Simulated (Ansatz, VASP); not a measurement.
## GeN in two plane-wave programs

Aim: how closely do two programs agree when they are given the same cell, functional and k mesh? The cell is generated by rule, not measured, and may not be a known phase. The cell is taken from a series of runs on this material, whose earlier steps may have relaxed, scaled, displaced or heated it; both programs get it as it stands.

Method: plane waves, with VASP 6.6.1 beside it; relaxation of cell and atoms at PBE, in Ansatz 0.2.0.

The structure was built from a prototype and need not be the compound's stable phase.

**1. The structure**

Symmetry: Fm-3m, No. 225, cubic system. Conventional cell: a = 4.492 Å, b = 4.492 Å, c = 4.492 Å, α = 90.00°, β = 90.00°, γ = 90.00°. Nearest to Ge lie 6 N at 2.25 Å. Nearest to N lie 6 Ge at 2.25 Å. Farther neighbours and most contacts between anions are not listed.

**2. Ansatz: relaxation of cell and atoms, PBE**

Ansatz runs on its default PAW (the set named soft_2) files.

The relaxed volume is the usual yardstick between codes: in a stiff, nearly cubic crystal its relative difference is about their pressure difference at one cell divided by the bulk modulus.

File input.yaml:

```yaml
crystal:
  lattice:
    - [0.0, 2.2457576898, 2.2457576898]
    - [2.2457576898, 0.0, 2.2457576898]
    - [2.2457576898, 2.2457576898, 0.0]
  atoms:
    - { symbol: Ge, position: [0.0, 0.0, 0.0] }
    - { symbol: "N", position: [0.5, 0.5, 0.5] }
kpoints:
  mp_grid: { grid: [16, 16, 16] }
hamiltonian:
  xc: pbe
scf:
  occupations: { method: gaussian, width: 0.1 }
output:
  forces: true
  stress: true
  eigenvalues: true
  write_density: true
  write_potential: true
  elf: true
  volumetric_format: npy
relax:
  adjacent_minimum: "off"
  f_tol: 0.005
  max_steps: 80
  cell: { stress_tol: 0.05 }
```

Command:

```sh
> ansatz run input.yaml --threads 4 --pin off --max-ram 8192MiB --backend cpu --events-out ev --progress --plain --runs-dir out
```

Numbers of over 12 decimals in the logs are rounded to 6 here.

The log of the run:

```text
Engine: ansatz 0.2.0, aarch64-unknown-linux-gnu
Pseudopotentials: kind: paw
Pseudopotential: Ge, paw, valence charge 14, recommended cutoff 420 eV (normal), Ge.paw.azcp
Pseudopotential: N, paw, valence charge 5, recommended cutoff 420 eV (normal), N.paw.azcp
Functional definition: PBE
  parameter kappa = 0.804
  parameter beta = 0.066725
  exchange = pbe_x(kappa = kappa, mu = beta*pi^2/3)
  correlation = pbe_c(beta = beta)
Crystal: 2 atoms, lattice volume = 22.653 Å³
Basis set: ecut = 420 eV, 459 PW (Γ), exchange–correlation on 48×48×48 points (8 copies of the dense FFT grid, shifted against one another)
Bands: 14, of which v1, the nominal top of the filled ones, is band 10 counted from 1 (9 counted from 0)
Symmetry: 48 space group operations
Space group: Fm-3m (ITA 225), of the structure as read, at distance tolerance 2.8e-5 Å
k-points: 145 of 4096
Non-local potential: Ge, projectors of the file, l = 0: 2, l = 1: 2, l = 2: 3, l = 3: 1
Non-local potential: N, projectors of the file, l = 0: 2, l = 1: 2, l = 2: 1
PAW form: soft (Blöchl's): semilocal exchange-correlation on the pseudo side does not see the compensation charge
PAW one-centre angular grid: Ge, 590 points (default); XC on 64 Gauss nodes
PAW one-centre angular grid: N, 110 points (default); XC on 64 Gauss nodes
Initial density: superposition of atomic densities (neutral atoms: chi_scale 0, normalization atom), corrected by the library's trained network
Initial wavefunctions: pseudopotential atomic-orbital guess
Functional: x = pbe(κ = 0.804, μ = 0.219515), c = pbe(β = 0.066725)
SCF iter   1: F=—  HF=-4677.627734 eV  |F-HF|=—  |Δ(HF+E_count)|=         —  Δρ=3.78e-3  dr2=3.50e-3  ethr=1.77e-3  ⟨swp⟩=5.0  Hψ=9400  notcnv=0
preconditioner: auto → none  [metal: Δε(μ)=0.019 eV  Ē_g=23.033 eV  σ=0.100 eV  W_gap=0.10  n_scr=8 (ndim 8)  ℏωp=34.0 eV  f_vac=0.000  D(μ)=0.70/eV (n_scr^D=0)  sad-step TF]
SCF iter   2: F=—  HF=-4677.627230 eV  |F-HF|=—  |Δ(HF+E_count)|=   5.05e-4  Δρ=2.79e-3  dr2=1.90e-3  ethr=1.84e-5  ⟨swp⟩=1.4  Hψ=3447  notcnv=0
SCF iter   3: F=—  HF=-4677.626961 eV  |F-HF|=—  |Δ(HF+E_count)|=   2.69e-4  Δρ=9.38e-4  dr2=1.42e-4  ethr=1.00e-5  ⟨swp⟩=2.3  Hψ=3296  notcnv=0
SCF iter   4: F=—  HF=-4677.626818 eV  |F-HF|=—  |Δ(HF+E_count)|=   1.43e-4  Δρ=3.44e-4  dr2=8.66e-6  ethr=7.50e-7  ⟨swp⟩=2.0  Hψ=3249  notcnv=0
SCF iter   5: F=—  HF=-4677.626819 eV  |F-HF|=—  |Δ(HF+E_count)|=   1.06e-6  Δρ=1.11e-4  dr2=1.28e-6  ethr=4.56e-8  ⟨swp⟩=2.0  Hψ=3344  notcnv=0
SCF iter   6: F=—  HF=-4677.626818 eV  |F-HF|=—  |Δ(HF+E_count)|=   1.33e-6  Δρ=3.49e-5  dr2=1.26e-7  ethr=6.72e-9  ⟨swp⟩=2.0  Hψ=2723  notcnv=0
SCF iter   7: F=-4677.626817 eV  HF=-4677.626817 eV  |F-HF|=5.48e-9  |Δ(HF+E_count)|=   1.16e-7  Δρ=4.95e-6  dr2=2.28e-9  ethr=5.26e-10  ⟨swp⟩=7.5  Hψ=10718  notcnv=0
SCF 1 converged in 7 iterations: F = -4677.626817 eV  dr2 = 2.28e-9
  greatest PAW one-centre occupation: 0.999 electrons in one spin orbital (limit 2), on the Ge atom at site 0 (counted from 0), in its partial waves of l = 2
relax step   1: F+E_penalty+E_count = -4677.62681745 eV  Δ(F+E_penalty+E_count) = +0.000e0 eV  max|allowed force component| = 3.320e-30 eV/Å  Δτ_max = 0.0000 Å  P = -0.305 GPa  Ω = 22.653 Å³  (7 SCF iters, dr2 threshold 1.00e-7 eV, accepted)
[...]
relax step   2: F+E_penalty+E_count = -4677.62694962 eV  Δ(F+E_penalty+E_count) = -1.322e-4 eV  max|allowed force component| = 2.695e-30 eV/Å  Δτ_max = 0.0000 Å  P = -0.053 GPa  Ω = 22.617 Å³  energy of the carried Pulay correction = +9.277e-5 eV  (6 SCF iters, dr2 threshold 2.00e-7 eV, accepted)
[...]
relax step   3: F+E_penalty+E_count = -4677.62697022 eV  Δ(F+E_penalty+E_count) = -2.060e-5 eV  max|allowed force component| = 4.856e-30 eV/Å  Δτ_max = 0.0000 Å  P = +0.000 GPa  Ω = 22.610 Å³  energy of the carried Pulay correction = +1.122e-4 eV  (6 SCF iters, accepted)
[...]
relax step   4: F+E_penalty+E_count = -4677.62681852 eV  Δ(F+E_penalty+E_count) = +1.517e-4 eV  max|allowed force component| = 2.021e-30 eV/Å  Δτ_max = 0.0000 Å  P = -0.006 GPa  Ω = 22.610 Å³  stress off target by 6.24e-3 GPa  SCF on the basis re-selected at this cell (its energy is not comparable with the rows above)  (8 SCF iters)
basis re-selected at this cell: Δ(F+E_penalty+E_count) = +1.517e-4 eV, ΔP = -0.006 GPa vs the last step (what re-selecting the basis moved, of the pressure what is left beyond the Pulay correction that the steps carried, after the strain that the cell walked since its last selection, with what the two solves' SCF thresholds leave and, on support functions, any second-order correction that the steps lacked; it is no m [...]
SCF converged after 8 iterations
Free energy (F): -4677.626819 eV
Harris-Foulkes:  -4677.626819 eV  (|F-HF|=1.82e-12)
Internal energy: -4677.623449 eV  (E = F + TS)
E sigma→0 (E₀):  -4677.625134 eV
Entropy (-TS):   -0.003369 eV (-1.685 meV/atom)
Fermi energy:    13.226196 eV
--- Per-component energies (eV) ---
  E_band       = -72.785748
  E_kinetic    = 238.406221
  E_local      = -2151.829748  (includes V_loc(G=0)·N_el)
  E_nonlocal   = 462.606212
  E_hartree    = 922.510109
  E_xc         = -135.458040
  E_vxc        = -140.707857  (∫ρ·V_xc dr)
  E_paw        = -2143.898888  (= ΣΔE_a)
  E_vpaw       = -326.281374  (= ΣTr[D̂ρ^β])
  E_aug_tail   = 0.000578  (compensation charges beyond the density's cutoff)
  E_ewald      = -1869.959895
  E_smearing   = -0.003369  (= −TS)
  E_closure    = -0.000000  (closes the sum)
  Σ components = -4677.626819   (vs F -4677.626819, Δ=0.00e0)
--- Forces (eV/Å), atoms counted from 1 ---
  atom   1  Ge    -0.00000000     0.00000000    -0.00000000
  atom   2  N      0.00000000    -0.00000000     0.00000000
  max |Σ_I F_I| component: 3.32e-30 eV/Å
--- Stress (GPa, compression-positive) ---
       -0.006236      -0.000000       0.000000
       -0.000000      -0.006236      -0.000000
        0.000000      -0.000000      -0.006236
  P = ⅓ Tr σ = -0.0062 GPa (-0.062 kbar)
--- Band table (eV; the first three rows and the last of 145) ---
  k-point 0: bands = [... 6 lower, 9.7159, 10.4358, 10.4358, 10.4358, 21.8401, 21.8401, 21.8401, 23.6233]
  k-point 1: bands = [... 6 lower, 8.9216, 10.4350, 10.4350, 11.1423, 21.1906, 21.4667, 21.4667, 23.5808]
  k-point 2: bands = [... 6 lower, 7.7898, 10.4331, 10.4331, 12.0049, 19.9894, 20.6585, 20.6585, 23.4754]
  k-point 144: bands = [... 6 lower, 4.9485, 6.0169, 6.0169, 13.3807, 17.3995, 19.5942, 19.5942, 25.9596]
--- Relaxed structure (3 steps of the walk, 3 accepted, 1 SCFs on fresh bases) ---
  F+E_penalty+E_count = -4677.62681852 eV   max|allowed force component| = 2.021e-30 eV/Å   (the final SCF, on the basis selected at the relaxed cell)
  cell:  # Å, volume = 22.6100 Å³
    - [0, 2.244347, 2.244347]
    - [2.244347, 0, 2.244347]
    - [2.244347, 2.244347, 0]
  atoms:
    - { symbol: Ge, position: [0, 0, 0] }
    - { symbol: N, position: [0.5, 0.5, 0.5] }
```

Reading the cycles: dr2 is the Hartree energy of the density residual (eV), the measure of convergence; HF is the Harris–Foulkes estimate of the energy, which meets the free energy F at convergence.

**3. VASP: relaxation of cell and atoms, PBE**

The same cell, functional, mesh and smearing now go to VASP, with its own data sets.

Lines of VASP's logs that name or quote its potential files are left out, and so is its time.

File INCAR:

```
SYSTEM = GeN
PREC = Accurate
ENCUT = 600
EDIFF = 1E-07
NELM = 120
ISMEAR = 0
SIGMA = 0.1
LREAL = .FALSE.
ALGO = Normal
GGA = PE
NBANDS = 15
LORBIT = 11
LWAVE = .FALSE.
LCHARG = .FALSE.
ISIF = 3
IBRION = 2
NSW = 80
EDIFFG = -0.005
LASPH = .TRUE.
GGA_COMPAT = .FALSE.
NELMIN = 4
```

File POSCAR:

```
GeN
1.0
    0.0000000000      2.2457580000      2.2457580000
    2.2457580000      0.0000000000      2.2457580000
    2.2457580000      2.2457580000      0.0000000000
Ge N
1 1
Direct
    0.0000000000      0.0000000000      0.0000000000
    0.5000000000      0.5000000000      0.5000000000
```

File KPOINTS:

```
Automatic mesh
0
Gamma
16 16 16
0 0 0
```

Potentials, in the order of the species: Ge_d and N (PBE family, release 64).

Command:

```sh
> mpirun -np 1 vasp_std
```

The log of the run:

```text
[banner, memory and clock lines left out]
running    1 mpi-ranks, on    1 nodes
 distrk:  each k-point on    1 cores,    1 groups
 distr:  one band on    1 cores,    1 groups

 POSCAR found type information on POSCAR GeN
 POSCAR found :  2 types and       2 ions
 LDA part: xc-table for (Slater+PW92), standard interpolation
 POSCAR, INCAR and KPOINTS ok, starting setup
 FFT: planning ... GRIDC
 FFT: planning ... GRID_SOFT
 FFT: planning ... GRID
 WAVECAR not read
 entering main loop
       N       E                     dE             d eps       ncg     rms          rms(c)
DAV:   1     0.108078425237E+03    0.10808E+03   -0.10344E+04  4925   0.357E+03
DAV:   2    -0.187325731402E+01   -0.10995E+03   -0.10488E+03  4924   0.534E+02
DAV:   3    -0.125184646716E+02   -0.10645E+02   -0.10563E+02  4777   0.107E+02
DAV:   4    -0.127029954477E+02   -0.18453E+00   -0.18442E+00  5505   0.153E+01
DAV:   5    -0.127049179648E+02   -0.19225E-02   -0.19225E-02  5106   0.167E+00    0.627E+00
DAV:   6    -0.115661160108E+02    0.11388E+01   -0.49764E+00  5890   0.228E+01    0.254E+00
DAV:   7    -0.115434385689E+02    0.22677E-01   -0.26720E-01  5127   0.530E+00    0.134E+00
DAV:   8    -0.115407708637E+02    0.26677E-02   -0.41742E-02  5281   0.270E+00    0.459E-01
DAV:   9    -0.115386946083E+02    0.20763E-02   -0.72356E-03  6496   0.115E+00    0.129E-01
DAV:  10    -0.115388272625E+02   -0.13265E-03   -0.37510E-04  5694   0.227E-01    0.432E-02
DAV:  11    -0.115388195092E+02    0.77533E-05   -0.17615E-05  5824   0.954E-02    0.110E-02
DAV:  12    -0.115388203230E+02   -0.81382E-06   -0.46738E-06  6481   0.475E-02    0.179E-03
DAV:  13    -0.115388202156E+02    0.10745E-06   -0.29984E-07  5442   0.999E-03    0.722E-04
DAV:  14    -0.115388201305E+02    0.85098E-07   -0.90738E-09  3071   0.143E-03
   1 F= -.11538820E+02 E0= -.11537127E+02  d E =-.115388E+02
 curvature:   0.00 expect dE= 0.000E+00 dE for cont linesearch  0.000E+00
 trial: gam= 0.00000 g(F)=  0.242E-60 g(S)=  0.890E-04 ort = 0.000E+00 (trialstep = 0.100E+01)
 search vector abs. value=  0.890E-04
 bond charge predicted
       N       E                     dE             d eps       ncg     rms          rms(c)
DAV:   1    -0.115398483775E+02   -0.10282E-02   -0.14226E-02  5365   0.271E+00    0.198E-01
DAV:   2    -0.115390914392E+02    0.75694E-03   -0.99020E-04  5540   0.714E-01    0.949E-02
DAV:   3    -0.115388601734E+02    0.23127E-03   -0.28240E-04  5294   0.427E-01    0.242E-02
DAV:   4    -0.115388389797E+02    0.21194E-04   -0.17911E-05  4751   0.447E-02    0.839E-03
DAV:   5    -0.115388371398E+02    0.18399E-05   -0.55372E-06  5638   0.534E-02    0.199E-03
DAV:   6    -0.115388371292E+02    0.10679E-07   -0.17641E-07  3470   0.998E-03
   2 F= -.11538837E+02 E0= -.11537144E+02  d E =-.169987E-04
 trial-energy change:   -0.000017  1 .order   -0.000015   -0.000089    0.000059
 step:   0.6204(harm=  0.6012)  dis= 0.00000  next Energy=   -11.538848 (dE=-0.281E-04)
 bond charge predicted
       N       E                     dE             d eps       ncg     rms          rms(c)
DAV:   1    -0.115389936115E+02   -0.15647E-03   -0.20518E-03  5358   0.103E+00    0.750E-02
DAV:   2    -0.115388850287E+02    0.10858E-03   -0.14248E-04  5526   0.269E-01    0.360E-02
DAV:   3    -0.115388518252E+02    0.33203E-04   -0.40817E-05  5287   0.162E-01    0.917E-03
DAV:   4    -0.115388483391E+02    0.34861E-05   -0.25989E-06  4730   0.170E-02    0.317E-03
DAV:   5    -0.115388476300E+02    0.70917E-06   -0.79767E-07  5141   0.203E-02    0.754E-04
DAV:   6    -0.115388476100E+02    0.19988E-07   -0.24860E-08  2532   0.380E-03
   3 F= -.11538848E+02 E0= -.11537154E+02  d E =-.274795E-04
 curvature:  -0.30 expect dE=-0.159E-08 dE for cont linesearch -0.159E-08
 trial: gam=-0.00766 g(F)=  0.244E-60 g(S)=  0.531E-08 ort = 0.687E-06 (trialstep = 0.924E+00)
 search vector abs. value=  0.100E-09
 reached required accuracy - stopping structural energy minimisation
```

From OUTCAR (step 3):

```text
ion  position               nearest neighbor table
   1  0.000  0.000  0.000-   2 2.25   2 2.25   2 2.25   2 2.25   2 2.25   2 2.25
   2  0.500  0.500  0.500-   1 2.25   1 2.25   1 2.25   1 2.25   1 2.25   1 2.25

  LATTYP: Found a face centered cubic cell.
 ALAT       =     4.4915160000

 Subroutine GETGRP returns: Found 48 space group operations
 (whereof 48 operations were pure point group operations)

The static configuration has the point symmetry O_h .

 Found    145 irreducible k-points:

   k-points           NKPTS =    145   k-points in BZ     NKDIM =    145   number of bands    NBANDS=     15

   dimension x,y,z NGX =    28 NGY =   28 NGZ =   28
   dimension x,y,z NGXF=    56 NGYF=   56 NGZF=   56

   ENCUT  =  600.0 eV  44.10 Ry    6.64 a.u.   6.34  6.34  6.34*2*pi/ulx,y,z

   NELECT =      19.0000    total number of electrons

 k-points in reciprocal lattice and weights: Automatic mesh
   0.00000000  0.00000000  0.00000000       0.000
   0.06250000  0.00000000  0.00000000       0.002
   0.12500000  0.00000000  0.00000000       0.002
   0.18750000  0.00000000  0.00000000       0.002
   0.25000000  0.00000000  0.00000000       0.002
   0.31250000  0.00000000  0.00000000       0.002
   0.37500000  0.00000000  0.00000000       0.002
   0.43750000  0.00000000  0.00000000       0.002
   0.50000000  0.00000000  0.00000000       0.001
[...]
-0.31250000  0.50000000  0.18750000       0.003
  -0.25000000  0.50000000  0.25000000       0.001

 average (electrostatic) potential at core
       1 -71.5409       2 -61.1572

 E-fermi :   8.6631

 k-point     1 :       0.0000    0.0000    0.0000
  band No.  band energies     occupation
    ...
      6      -9.7768      2.00000
      7       5.1555      2.00000
      8       5.8773      2.00000
      9       5.8773      2.00000
     10       5.8773      2.00000
     11      17.2758      0.00000
     12      17.2758      0.00000
     13      17.2758      0.00000
     14      19.1025      0.00000
     15      19.1025      0.00000

 k-point     2 :       0.0625    0.0000    0.0000
  band No.  band energies     occupation
    ...
      6      -9.7093      2.00000
      7       4.3619      2.00000
      8       5.8760      2.00000
      9       5.8760      2.00000
     10       6.5824      2.00000
     11      16.6290      0.00000
     12      16.9034      0.00000
     13      16.9034      0.00000
     14      19.0486      0.00000
     15      19.3421      0.00000

 k-point     3 :       0.1250    0.0000    0.0000
  band No.  band energies     occupation
    ...
      6      -9.5089      2.00000
      7       3.2303      2.00000
      8       5.8740      2.00000
      9       5.8740      2.00000
     10       7.4446      2.00000
     11      15.4275      0.00000
     12      16.0951      0.00000
     13      16.0951      0.00000
     14      18.9373      0.00000
     15      19.8884      0.00000

  Total       -0.0002708     -0.0002708     -0.0002708     -0.0000000      0.0000000     -0.0000000
  in kB       -0.0191806     -0.0191806     -0.0191806     -0.0000000      0.0000000     -0.0000000
  external PRESSURE =      -0.0191806 kB  Pullay stress =       0.0000000 kB

  energy-cutoff  :      600.00
  volume of cell :       22.62
      direct lattice vectors                 reciprocal lattice vectors
     0.000000000  2.244579215  2.244579215    -0.222758901  0.222758901  0.222758901
     2.244579215  0.000000000  2.244579215     0.222758901 -0.222758901  0.222758901
     2.244579215  2.244579215  0.000000000     0.222758901  0.222758901 -0.222758901

 POSITION                                       TOTAL-FORCE (eV/Angst)
 -----------------------------------------------------------------------------------
      0.00000      0.00000      0.00000        -0.000000     -0.000000      0.000000
      2.24458      2.24458      2.24458         0.000000      0.000000     -0.000000
 -----------------------------------------------------------------------------------
    total drift:                                0.000000      0.000000      0.000000

  FREE ENERGIE OF THE ION-ELECTRON SYSTEM (eV)
  ---------------------------------------------------
  free  energy   TOTEN  =       -11.5388476100 eV

  energy  without entropy=      -11.5354613695  energy(sigma->0) =      -11.53715449

 reached required accuracy - stopping structural energy minimisation

 total charge
# of ion       s       p       d       tot
------------------------------------------
    1        1.229   0.830  10.127  12.185
    2        1.284   2.296   0.000   3.580
--------------------------------------------------
tot          2.513   3.126  10.127  15.765

[... 3 further parts left out ...]
```

**4. Differences**

Known differences besides the potentials themselves: the cutoff is 420 eV in Ansatz and 600 eV in VASP; Ansatz adds a Pulay correction to the stress that steers its cell, VASP none. Total energies have different zeros and are not compared.

The two programs side by side:

| quantity | Ansatz | VASP | difference |
| --- | --- | --- | --- |
| volume (Å³) | 22.61 | 22.62 | -0.03 % |
| edge a after relaxation, in the typed setting (Å) | 3.174 | 3.174 | -0.01 % |

**5. Summary of results**

- difference in volume (relaxation of cell and atoms, PBE): -0.031 %

In words: The difference in volume is -0.031 % (relaxation of cell and atoms, PBE), within the 1.2 % picked in this series as the mark of a large difference, as far as the stopping tolerances let one tell. 2 further runs of this series are not shown here. Such differences can come from data sets, numerical settings and the points named under the comparisons, not from the functional's error against experiment.

[Lines on the potential files, build, host, timing and source positions are cut from VASP's logs without a mark.]

[Logs are printed without paths, hosts, clocks, repeated set-up lines and the standing remarks that a program may print on its own settings, such as how far it seeks lower states.]

[Hosts, paths, dates, database ids (printed as entryN), source tags and the programs' standing remarks are cut or masked in the printed files.]
